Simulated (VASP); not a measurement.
Consider the following.

```
KCl
1.0
    0.00000     2.63881     2.63881
    2.63881     0.00000     2.63881
    2.63881     2.63881     0.00000
K Cl
1 1
Direct
  0.00000   0.00000   0.00000
  0.50000   0.50000   0.50000
```

Calculation: LDA (Ceperley-Alder, Perdew-Zunger), VASP's LDA PAW potentials (set 64) (plane waves; VASP). Numerical set-up: 500 eV cut-off, 9×9×9 Γ-centred mesh, Gaussian smearing of 0.050 eV, potentials K_sv Cl.

Predict the energy per atom (σ→0), pressure.

The energy per atom (σ→0) is -3.098 eV/atom. The pressure comes out as 29.94 GPa.

The compound is KCl in the rock salt structure. It was relaxed first under an external pressure of 30 GPa.
